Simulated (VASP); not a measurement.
KSiTe2: single point with PBE

KSiTe2:

```
K Si Te
1.0
    -4.17217    4.17217    3.54814
     4.17217   -4.17217    3.54814
     4.17217    4.17217   -3.54814
K Si Te
2 2 4
Direct
  0.25000 0.25000 0.00000
  0.75000 0.75000 0.00000
  0.75000 0.25000 0.50000
  0.25000 0.75000 0.50000
  0.17544 0.32456 0.50000
  0.32456 0.82456 0.14912
  0.82456 0.67544 0.50000
  0.67544 0.17544 0.85088
```

The cell was built by a generator and needn't be a form met in nature.

```json
{
 "Program": "VASP 6.6.1",
 "Task": "single point",
 "Functional": "PBE",
 "Potentials or basis": "VASP PAW PBE potentials, release 64 (K_sv, Si, Te)",
 "Cutoff": "520 eV",
 "k mesh": "6 × 6 × 6",
 "Occupations": "fermi-dirac, width 0.1 eV",
 "Spin": "no spin polarisation"
}
```

- Pressure: 0.4 GPa
- Largest force: 0.291 eV/Å
- Band gap on the k mesh: none (metal or under the smearing width)

Forces on the atoms (eV/Å):
```
K    0.000  0.000  0.000
K    0.000  0.000  0.000
Si   0.000  0.000  0.000
Si   0.000  0.000  0.000
Te   0.206 -0.206  0.000
Te   0.206  0.206  0.000
Te  -0.206  0.206  0.000
Te  -0.206 -0.206  0.000
```

Stress tensor (GPa, compression positive):
```
 0.93  0.00  0.00
 0.00  0.93  0.00
 0.00  0.00 -0.79
```

Levels at points of the mesh, in eV from the Fermi level:
```
           k point  band 23  band 24  band 25  band 26  band 27  band 28
(0.00, 0.00, 0.00)    -1.43    -1.43     0.23     1.17     2.38     2.40
(0.50, 0.00, 0.00)    -1.86    -1.86    -0.27    -0.27     1.93     1.93
(0.50, 0.50, 0.00)    -1.99    -1.39    -0.13     0.40     0.73     2.32
(0.50, 0.50, 0.50)    -2.39    -1.38    -1.29     0.65     1.35     1.39
```

It took 5.8 min on 1 thread of Intel(R) Xeon(R) 6975P-C (Granite Rapids) (shared host), peak memory 0.54 GiB.

Spin-orbit coupling is left out, which matters for the levels of Te.
